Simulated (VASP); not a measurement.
Energy against volume of MgS (rock salt). Level of theory: revTPSS meta-GGA, VASP's PBE PAW potentials (set 64) (plane waves; VASP). Settings: 520 eV cut-off, 9×9×9 Γ-centred mesh, Gaussian smearing of 0.050 eV, potentials Mg S.

| V (Å³/atom) | E (eV/atom) |
|---|---|
| 17.159 | -5.67260 |
| 17.690 | -5.67671 |
| 18.220 | -5.67312 |
| 18.751 | -5.66289 |

Question: Fit these four points and predict the energy of the run at 16.628 Å³/atom.

Answer: A cubic in V^(−2/3), the third-order Birch-Murnaghan form, passes through the four points with V0 = 17.69 Å³/atom and B0 = 77 GPa, and gives -5.6595 eV/atom there. The run gave -5.6595 eV/atom, +0.0 meV/atom from the fit; all five points give B0 = 77 GPa.

The compound is MgS in the rock salt structure. It was relaxed first.
